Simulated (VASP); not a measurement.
Input of a VASP 6.6.1 run:

File INCAR:

```
SYSTEM = Si2Ge
  ALGO = Fast
  EDIFF = 1E-4
  EDIFFG = -0.08
  ENCUT = 520
  GGA = PE
  IBRION = 2
  ISIF = 3
  ISMEAR = 0
  LASPH = .TRUE.
  LCHARG = .FALSE.
  LREAL = .FALSE.
  LWAVE = .FALSE.
  NELM = 60
  NSW = 24
  PREC = Normal
  SIGMA = 0.15
```

File KPOINTS:

```
k-points
0
G
  7 7 3
  0 0 0
```

POSCAR

```
Si2Ge
1.0
    3.1784399000      0.0000000000      0.0000000000
   -1.5892199500      2.7526097000      0.0000000000
    0.0000000000      0.0000000000      6.7869881500
Si Ge
2 1
Direct
    0.0000000000      0.0000000000      0.3117671200
    0.0000000000      0.0000000000      0.6882328800
    0.0000000000      0.0000000000      0.0000000000
```

Potentials or basis: VASP PAW PBE potentials, release 64 (Si, Ge_d).

Run with:

```sh
$ cat potpaw_PBE.64/Si/POTCAR potpaw_PBE.64/Ge_d/POTCAR > POTCAR
$ mpirun -np 1 vasp_std > vasp.out
```

Problem. What does it give for the band gap on the k mesh?

Solution. None (metal or under the smearing width).

Problem. Estimate the space group after relaxing (to 0.05 Å).

Solution. P6/mmm (No. 191).

Problem. Estimate the relaxed volume.

Solution. 16.51 Å³/atom.

Problem. What does it give for the relaxed cell?

Solution. a = 2.752 Å, b = 2.752 Å, c = 7.549 Å, α = 90.00°, β = 90.00°, γ = 120.00°.

Forces on the atoms (eV/Å):
```
Si   0.000  0.000 -0.030
Si   0.000  0.000  0.030
Ge   0.000  0.000  0.000
```

Caveat: the volume moved by over 15 % at a fixed basis, so the end points are rough.
